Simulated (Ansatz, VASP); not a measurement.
# Hf3Ti: VASP beside Ansatz, part 2 of 2

Wanted: the spread between two codes on one cell, functional and k mesh. The cell is invented: other elements were put on sites of a known structure type. It may not be a known or stable phase. The cell comes out of the VASP series on this material, whose earlier steps may have relaxed, scaled or displaced it; both programs get it as it stands.

VASP 6.6.1 and Ansatz 0.2.0.

So far. Step 2 (VASP: band structure, PBEsol): The run ends at a pressure of -0.05 GPa, with forces up to 0.0018 eV/Å.

## (4) Differences

Known differences besides the PAW data sets themselves: the data sets hold 90 valence electrons in Ansatz (default PAW (the set named soft_2) files) and 42 in VASP; the cutoff is 420 eV in Ansatz and 400 eV in VASP; Ansatz makes its cores anew for this functional, VASP keeps those of its PBE data sets; VASP leaves aspherical gradient terms in its spheres out (LASPH is not set), Ansatz keeps them. Total energies have different zeros and are not compared.

The two programs side by side:

```csv
quantity,Ansatz,VASP,difference
pressure (GPa),0.51,-0.05,+0.56
```

At this near-relaxed geometry the largest component of a force difference is 13 meV/Å. Levels from 3 eV below to 2 eV above the Fermi level differ by 5 meV r.m.s. and 15 meV at most; each VASP level is matched to the nearest of Ansatz, which flatters the figure a little.

## (5) Ansatz: band structure, PBEsol, spin-orbit coupling

Levels along a path test the potential and the projectors away from the mesh points.

The cell comes out of the VASP series on this material, whose earlier steps may have relaxed, scaled or displaced it; both programs get it as it stands.

input.yaml reads:

```yaml
crystal:
  lattice:
    - [3.1007638671, 0.0, 0.0]
    - [-1.5503819285, 2.685340281, 0.0]
    - [0.0, 0.0, 9.801514845]
  atoms:
    - { symbol: Hf, position: [0.33333333, 0.66666667, 0.5] }
    - { symbol: Hf, position: [0.0, 0.0, 0.759602818] }
    - { symbol: Hf, position: [0.0, 0.0, 0.240397182] }
    - { symbol: Ti, position: [0.33333333, 0.66666667, 0.0] }
hamiltonian:
  xc: pbesol
  pseudopotentials: { kind: paw_fr }
magnetization:
  noncollinear: true
  spin_orbit: true
kpoints:
  mp_grid: { grid: [6, 6, 2] }
  band_path:
    path:
      - [0.0, 0.0, 0.0]
      - [0.13333, 0.0, 0.0]
      - [0.3, 0.0, 0.0]
      - [0.46667, 0.0, 0.0]
      - [0.46667, 0.06667, 0.0]
      - [0.41111, 0.17778, 0.0]
      - [0.35556, 0.28889, 0.0]
      - [0.28889, 0.28889, 0.0]
      - [0.17778, 0.17778, 0.0]
      - [0.06667, 0.06667, 0.0]
      - [0.0, 0.0, 0.03333]
      - [0.0, 0.0, 0.2]
      - [0.0, 0.0, 0.36667]
      - [0.0, 0.0, 0.5]
      - [0.16667, 0.0, 0.5]
      - [0.3, 0.0, 0.5]
      - [0.46667, 0.0, 0.5]
      - [0.46667, 0.06667, 0.5]
      - [0.41111, 0.17778, 0.5]
      - [0.35556, 0.28889, 0.5]
      - [0.28889, 0.28889, 0.5]
      - [0.17778, 0.17778, 0.5]
      - [0.06667, 0.06667, 0.5]
      - [0.5, 0.0, 0.46667]
      - [0.5, 0.0, 0.3]
      - [0.5, 0.0, 0.13333]
      - [0.33333, 0.33333, 0.0]
      - [0.33333, 0.33333, 0.16667]
      - [0.33333, 0.33333, 0.33333]
      - [0.33333, 0.33333, 0.5]
    npoints: 1
scf:
  occupations: { method: methfessel_paxton, width: 0.2 }
  n_extra_bands: 16
output:
  forces: true
  stress: true
  eigenvalues: true
```

Launch:

```console
ansatz run input.yaml --threads 2 --pin off --max-ram 4608MiB --backend cpu --events-out ev --progress --plain --runs-dir out
```

Numbers of over 12 decimals in the logs are rounded to 6 here.

The program printed:

```text
[...]
non-collinear run that drives no moment, with spin-orbit: no starting moment large enough to seed its density (crystal.atoms[].spin), no starting occupations that ask for one, no magnetisation constraint and no magnetic field, so the semilocal B_xc is pinned to zero
Crystal: 4 atoms, lattice volume = 81.613 Å³
[...]
k-point 1: bands = [... 86 lower, 19.6857, 19.6857, 19.7207, 19.7207, 19.8032, 19.8032, 19.9577, 19.9577, ... 12 higher]
  k-point 2: bands = [... 86 lower, 18.9034, 18.9034, 19.0620, 19.0620, 19.6918, 19.6918, 19.8634, 19.8634, ... 12 higher]
  k-point 13: bands = [... 86 lower, 17.6983, 17.7617, 17.8099, 17.8584, 18.8860, 19.0685, 19.1319, 19.1433, ... 12 higher]
[key lines of the parts left out:]
SCF converged after 14 iterations
Magnetization: |M| = 0.0000 μB,  M = (+0.0000, +0.0000, +0.0000) μB
Free energy (F): -49322.547689 eV
Fermi energy:    19.145036 eV
P = ⅓ Tr σ = -0.0192 GPa (-0.192 kbar)
```

The job ended after 45 s (2 threads of Arm Neoverse V2, shared host; peak memory 0.88 GiB; 89 s of CPU time).

## (6) VASP: band structure, PBEsol, spin-orbit coupling

The same cell, functional, mesh and smearing now go to VASP, with its own data sets and cutoff.

INCAR reads:

```
SYSTEM = Hf3Ti
PREC = Accurate
ENCUT = 400
EDIFF = 1E-06
NELM = 100
ISMEAR = 1
SIGMA = 0.2
LREAL = .FALSE.
ALGO = Normal
GGA = PS
LNONCOLLINEAR = .TRUE.
MAGMOM = 0 0 0 0 0 0 0 0 0 0 0 0
NBANDS = 54
GGA_COMPAT = .FALSE.
LASPH = .TRUE.
LSORBIT = .TRUE.
LMAXMIX = 4
LORBIT = 11
LWAVE = .FALSE.
LCHARG = .FALSE.
KPAR = 2
```

POSCAR reads:

```
Hf3Ti
1.0
    3.1007638671      0.0000000000      0.0000000000
   -1.5503819285      2.6853402810      0.0000000000
    0.0000000000      0.0000000000      9.8015148450
Hf Ti
3 1
Direct
    0.3333333300      0.6666666700      0.5000000000
    0.0000000000      0.0000000000      0.7596028180
    0.0000000000      0.0000000000      0.2403971820
    0.3333333300      0.6666666700      0.0000000000
```

KPOINTS reads:

```
Automatic mesh
0
Gamma
6 6 2
0 0 0
```

KPOINTS_OPT reads:

```
Line mode
16
Line-mode
Reciprocal
  0.00000000   0.00000000   0.00000000 GAMMA
  0.50000000   0.00000000   0.00000000 M

  0.50000000   0.00000000   0.00000000 M
  0.33333333   0.33333333   0.00000000 K

  0.33333333   0.33333333   0.00000000 K
  0.00000000   0.00000000   0.00000000 GAMMA

  0.00000000   0.00000000   0.00000000 GAMMA
  0.00000000   0.00000000   0.50000000 A

  0.00000000   0.00000000   0.50000000 A
  0.50000000   0.00000000   0.50000000 L

  0.50000000   0.00000000   0.50000000 L
  0.33333333   0.33333333   0.50000000 H

  0.33333333   0.33333333   0.50000000 H
  0.00000000   0.00000000   0.50000000 A

  0.50000000   0.00000000   0.50000000 L
  0.50000000   0.00000000   0.00000000 M

  0.33333333   0.33333333   0.00000000 K
  0.33333333   0.33333333   0.50000000 H
```

The projector-augmented-wave data sets are Hf_pv and Ti_sv (PBE family, release 64).

Launch:

```console
mpirun -np 2 vasp_ncl
```

The program printed:

```text
[banner, memory and clock lines left out]
running    2 mpi-ranks, on    1 nodes
[...]
[... a notice as in an earlier step ...]

 LDA part: xc-table for (Slater+PW92), standard interpolation
 POSCAR, INCAR and KPOINTS ok, starting setup
[...]
entering main loop
       N       E                     dE             d eps       ncg     rms          rms(c)
DAV:   1     0.301364538611E+03    0.30136E+03   -0.19358E+04  2168   0.135E+03
DAV:   2    -0.752844393496E+01   -0.30889E+03   -0.29970E+03  2190   0.417E+02
DAV:   3    -0.410267577747E+02   -0.33498E+02   -0.31613E+02  3314   0.101E+02
DAV:   4    -0.443808957316E+02   -0.33541E+01   -0.32671E+01  3064   0.249E+01
[...]
DAV:  22    -0.417551329295E+02    0.55670E-05   -0.13643E-04  2994   0.649E-02    0.497E-02
DAV:  23    -0.417551263404E+02    0.65891E-05   -0.29500E-05  2756   0.346E-02    0.172E-02
DAV:  24    -0.417551266288E+02   -0.28837E-06   -0.29270E-06  2428   0.104E-02
   1 F= -.41755127E+02 E0= -.41751028E+02  d E =-.122955E-01  mag=     0.0000    -0.0000     0.0000
 Start KPOINTS_OPT (optional k-point list driver)
k-point batch [1-20\144]
       N       E                     dE             ncg
DAV:   1    -0.609760763430E+04   -0.21776E+05     2168
DAV:   2    -0.123773466188E+05   -0.62797E+04     2224
DAV:   3    -0.130330907688E+05   -0.65574E+03     3326
DAV:   4    -0.131013059238E+05   -0.68215E+02     3104
[...]
DAV:  10    -0.131068025733E+05   -0.24270E-04     1972
DAV:  11    -0.131068025773E+05   -0.39905E-05     1784
DAV:  12    -0.131068025779E+05   -0.63009E-06     1668
[...]
k-point batch [141-144\144]
       N       E                     dE             ncg
DAV:   1     0.233928008511E+05   -0.75502E+04      448
DAV:   2     0.222181975808E+05   -0.11746E+04      438
DAV:   3     0.220953397822E+05   -0.12286E+03      656
DAV:   4     0.220822427135E+05   -0.13097E+02      616
DAV:   5     0.220812634823E+05   -0.97923E+00      634
DAV:   6     0.220812464948E+05   -0.16987E-01      578
DAV:   7     0.220812456999E+05   -0.79489E-03      626
DAV:   8     0.220812456827E+05   -0.17183E-04      484
DAV:   9     0.220812456819E+05   -0.80723E-06      442
```

Parts of OUTCAR (step 6):

```text
  Total       -0.3603627     -0.3603627     -0.2606404     -0.0000000     -0.0000000     -0.0000000
  in kB       -7.0743924     -7.0743924     -5.1167134     -0.0000000     -0.0000000     -0.0000000
  external PRESSURE =      -6.4218327 kB  Pullay stress =       0.0000000 kB

 POSITION                                       TOTAL-FORCE (eV/Angst)
 -----------------------------------------------------------------------------------
     -0.00000      1.79023      4.90076        -0.000000      0.000000      0.000000
      0.00000      0.00000      7.44526        -0.000000     -0.000000      0.013244
      0.00000      0.00000      2.35626        -0.000000     -0.000000     -0.013244
     -0.00000      1.79023      0.00000         0.000000     -0.000000      0.000000
 -----------------------------------------------------------------------------------
    total drift:                                0.000034     -0.000020      0.000000

  FREE ENERGIE OF THE ION-ELECTRON SYSTEM (eV)
  ---------------------------------------------------
  free  energy   TOTEN  =       -41.7551266288 eV

  energy  without entropy=      -41.7428311397  energy(sigma->0) =      -41.75102813

 magnetization (x)
# of ion       s       p       d       tot
------------------------------------------
    1        0.000   0.000   0.000   0.000
    2        0.000   0.000  -0.000  -0.000
    3        0.000  -0.000   0.000   0.000
    4        0.000   0.000  -0.000  -0.000
--------------------------------------------------
tot          0.000   0.000  -0.000   0.000

 magnetization (y)
# of ion       s       p       d       tot
------------------------------------------
    1        0.000  -0.000   0.000  -0.000
    2        0.000   0.000   0.000   0.000
    3        0.000   0.000   0.000   0.000
    4        0.000   0.000   0.000   0.000
--------------------------------------------------
tot          0.000   0.000   0.000   0.000

 magnetization (z)
# of ion       s       p       d       tot
------------------------------------------
    1        0.000  -0.000   0.000   0.000
    2       -0.000   0.000   0.000   0.000
    3       -0.000   0.000   0.000   0.000
    4       -0.000   0.000  -0.000  -0.000
--------------------------------------------------
tot         -0.000   0.000   0.000   0.000

[... 1 part as in an earlier step ...]

[... 2 further parts left out ...]
[key lines of the parts left out:]
E-fermi :   5.7623
```

The run ends at a pressure of -0.64 GPa, with forces up to 0.013 eV/Å.

## (7) Comparison

What differs besides the data sets and the points named for the pairs above, as far as they apply: spin-orbit coupling enters by fully relativistic files in Ansatz and inside the spheres in VASP; the data sets hold 90 valence electrons in Ansatz (fully relativistic PAW (standard-fr) files) and 42 in VASP. Total energies have different zeros and are not compared.

Compared:

```csv
quantity,Ansatz,VASP,difference
pressure (GPa),-0.02,-0.64,+0.62
```

At this near-relaxed geometry the largest component of a force difference is 6 meV/Å. Levels from 3 eV below to 2 eV above the Fermi level differ by 17 meV r.m.s. and 88 meV at most; each VASP level is matched to the nearest of Ansatz, which flatters the figure a little.

## (8) Ansatz: electric field gradients, PBEsol

Field gradients test the density near the nuclei, where the PAW reconstruction matters most.

The cell comes out of the VASP series on this material, whose earlier steps may have relaxed, scaled or displaced it; both programs get it as it stands.

input.yaml reads:

```yaml
crystal:
  lattice:
    - [3.1007638671, 0.0, 0.0]
    - [-1.5503819285, 2.685340281, 0.0]
    - [0.0, 0.0, 9.801514845]
  atoms:
    - { symbol: Hf, position: [0.33333333, 0.66666667, 0.5] }
    - { symbol: Hf, position: [0.0, 0.0, 0.759602818] }
    - { symbol: Hf, position: [0.0, 0.0, 0.240397182] }
    - { symbol: Ti, position: [0.33333333, 0.66666667, 0.0] }
hamiltonian:
  xc: pbesol
  pseudopotentials: { kind: paw }
kpoints:
  mp_grid: { grid: [7, 7, 2] }
scf:
  occupations: { method: methfessel_paxton, width: 0.2 }
  n_extra_bands: 5
output:
  forces: true
  stress: true
  eigenvalues: true
  efg: {}
```

Launch:

```console
ansatz run input.yaml --threads 2 --pin off --max-ram 4608MiB --backend cpu --events-out ev --progress --plain --runs-dir out
```

The program printed:

```text
[...]
Hf: output.efg is read without spin–orbit coupling, which moves field gradients at and beside such atoms by some per cent and up to a factor of two; PAW files take it under magnetization.noncollinear and magnetization.spin_orbit
[...]
Crystal: 4 atoms, lattice volume = 81.613 Å³
[...]
k-point 0: bands = [... 41 lower, 19.1534, 19.2251, 19.7251, 19.7251, 19.9511, 19.9511, 20.0645, 20.3495, ... 1 higher]
  k-point 1: bands = [... 41 lower, 19.1040, 19.4639, 19.7073, 19.7073, 19.9034, 19.9034, 19.9716, 20.0119, ... 1 higher]
  k-point 2: bands = [... 41 lower, 18.7780, 18.7786, 19.1443, 19.2251, 19.7647, 19.9648, 20.0370, 20.1560, ... 1 higher]
  k-point 15: bands = [... 41 lower, 17.6967, 17.7283, 17.9836, 18.1057, 19.1079, 19.1542, 19.3068, 19.3187, ... 1 higher]
[key lines of the parts left out:]
SCF converged after 8 iterations
Free energy (F): -49267.830466 eV
Fermi energy:    19.182958 eV
P = ⅓ Tr σ = 0.5084 GPa (5.084 kbar)
```

It took 5.2 s on 2 threads; peak memory 0.45 GiB; 9 s of CPU time.

The run ends at a pressure of 0.51 GPa, with forces up to 0.014 eV/Å.

## (9) VASP: electric field gradients, PBEsol

The same cell, functional, mesh and smearing now go to VASP, with its own data sets and cutoff.

INCAR reads:

```
SYSTEM = Hf3Ti
PREC = Accurate
ENCUT = 400
EDIFF = 1E-07
NELM = 100
ISMEAR = 1
SIGMA = 0.2
LREAL = .FALSE.
ALGO = Normal
GGA = PS
NBANDS = 27
LORBIT = 11
LWAVE = .FALSE.
LCHARG = .FALSE.
KPAR = 2
LEFG = .TRUE.
LASPH = .TRUE.
```

POSCAR is that of step 6.

KPOINTS reads:

```
Automatic mesh
0
Gamma
7 7 2
0 0 0
```

Launch:

```console
mpirun -np 2 vasp_std
```

The program printed:

```text
[... set-up lines as in an earlier step ...]
 entering main loop
       N       E                     dE             d eps       ncg     rms          rms(c)
DAV:   1     0.271786761685E+03    0.27179E+03   -0.20050E+04   864   0.135E+03
DAV:   2    -0.122316460120E+02   -0.28402E+03   -0.27801E+03   900   0.396E+02
DAV:   3    -0.403373939708E+02   -0.28106E+02   -0.27160E+02  1464   0.889E+01
DAV:   4    -0.424564910206E+02   -0.21191E+01   -0.20804E+01  1176   0.191E+01
[...]
DAV:  27    -0.396986676597E+02    0.74700E-06   -0.81882E-07  1082   0.522E-03    0.112E-02
DAV:  28    -0.396986669469E+02    0.71274E-06   -0.16891E-06  1120   0.665E-03    0.345E-03
DAV:  29    -0.396986668630E+02    0.83981E-07   -0.89590E-08   695   0.183E-03
ion   1
     0.0000000     0.0000004     0.0000000    -1.0686141    -0.0000000    -0.0000001
     0.0000654     0.0000004     0.0000000    -1.0686141    -0.0000000    -0.0000001
     0.0000901     0.0000004     0.0000000    -1.0686141    -0.0000000    -0.0000001
     0.0001241     0.0000004     0.0000000    -1.0686141    -0.0000000    -0.0000001
[...]
0.0000000     0.0000492    -0.0000000   -55.1121675     0.0000000    -0.0000093
     0.0000654     0.0000491    -0.0000000   -55.0679230     0.0000000    -0.0000093
     0.0000901     0.0000491    -0.0000000   -55.0460978     0.0000000    -0.0000093
     0.0001241     0.0000491    -0.0000000   -55.0123683     0.0000000    -0.0000093
     0.0001709     0.0000490    -0.0000000   -54.9604569     0.0000000    -0.0000093

ion   4
     0.0000000     0.0000006    -0.0000000    -0.4730783    -0.0000000    -0.0000001
     0.0000422     0.0000006    -0.0000000    -0.4730783    -0.0000000    -0.0000001
     0.0000581     0.0000006    -0.0000000    -0.4730783    -0.0000000    -0.0000001
     0.0000800     0.0000006    -0.0000000    -0.4730782    -0.0000000    -0.0000001
     0.0001102     0.0000006    -0.0000000    -0.4730782    -0.0000000    -0.0000001

     0.0000000     0.0000126     0.0000000    -9.3498402    -0.0000000    -0.0000024
     0.0000422     0.0000126     0.0000000    -9.3497031    -0.0000000    -0.0000024
     0.0000581     0.0000126     0.0000000    -9.3496187    -0.0000000    -0.0000024
     0.0000800     0.0000126     0.0000000    -9.3494777    -0.0000000    -0.0000024
     0.0001102     0.0000126     0.0000000    -9.3492433    -0.0000000    -0.0000024

   1 F= -.39698667E+02 E0= -.39699559E+02  d E =0.267572E-02
```

From OUTCAR (step 9):

```text
  Total        0.0021955      0.0021955      0.0202045      0.0000000      0.0000000      0.0000000
  in kB        0.0430997      0.0430997      0.3966400      0.0000000      0.0000000      0.0000000
  external PRESSURE =       0.1609464 kB  Pullay stress =       0.0000000 kB

 POSITION                                       TOTAL-FORCE (eV/Angst)
 -----------------------------------------------------------------------------------
     -0.00000      1.79023      4.90076        -0.000000      0.000000     -0.000000
      0.00000      0.00000      7.44526        -0.000000      0.000000      0.004349
      0.00000      0.00000      2.35626        -0.000000      0.000000     -0.004349
     -0.00000      1.79023      0.00000         0.000000     -0.000000     -0.000000
 -----------------------------------------------------------------------------------
    total drift:                                0.000034     -0.000020     -0.000000

  FREE ENERGIE OF THE ION-ELECTRON SYSTEM (eV)
  ---------------------------------------------------
  free  energy   TOTEN  =       -39.6986668630 eV

  energy  without entropy=      -39.7013425799  energy(sigma->0) =      -39.69955877

[... 1 part as in an earlier step ...]

[... 2 further parts left out ...]
[key lines of the parts left out:]
E-fermi :   5.7947
```

The run ends at a pressure of 0.02 GPa, with forces up to 0.0043 eV/Å.

## (10) Side by side

What differs besides the data sets and the points named for the pairs above, as far as they apply: Ansatz adds the response of the frozen cores to the gradients, VASP leaves it out. Total energies have different zeros and are not compared.

Both answers:

```csv
quantity,Ansatz,VASP,difference
pressure (GPa),0.51,0.02,+0.49
Vzz at Hf1 (V/Å²),48.4,42.5,+5.9
Vzz at Hf2 (V/Å²),79.8,69.0,+10.8
Vzz at Hf3 (V/Å²),79.8,69.0,+10.8
Vzz at Ti4 (V/Å²),14.1,13.1,+0.9
```

At this near-relaxed geometry the largest component of a force difference is 10 meV/Å.

## (11) What moves the difference

The difference is large enough to ask for its cause, so further runs change the set-up of one program at a time, as the table lists.

```csv
run,difference in Vzz at Hf2 (V/Å²)
as above,11
"cores kept as stored, as VASP does, whose cores stay as stored",5.0
Ansatz's larger PAW set (cutoff 910 eV),13
```

## (12) Results

```json
{
  "r.m.s. difference of levels near the Fermi level (band structure, PBEsol)": "5 meV",
  "difference in pressure (band structure, PBEsol)": "0.56 GPa",
  "r.m.s. difference of levels near the Fermi level (band structure, PBEsol, spin-orbit coupling)": "17 meV",
  "difference in pressure (band structure, PBEsol, spin-orbit coupling)": "0.62 GPa",
  "difference in Vzz at Hf2 (electric field gradients, PBEsol)": "11 V/Å²"
}
```

What this shows: The difference in pressure is 0.62 GPa (band structure, PBEsol, spin-orbit coupling), within the 1 GPa picked in this series as the mark of a large difference. For electric field gradients, PBEsol: with cores kept as stored, as VASP does, whose cores stay as stored the difference in Vzz at Hf2 shrinks in size, from 11 to 5.0 V/Å². 1 further run on this material is not shown. How closely two codes agree says nothing of how well the functional describes the real material.

[Lines on the potential files, build, host, timing and source positions are cut from VASP's logs without a mark.]

[Logs are printed without paths, hosts, clocks, repeated set-up lines and the standing remarks that a program may print on its own settings, such as how far it seeks lower states.]

[Hosts, paths, dates, database ids (printed as entryN), source tags and the programs' standing remarks are cut or masked in the printed files.]
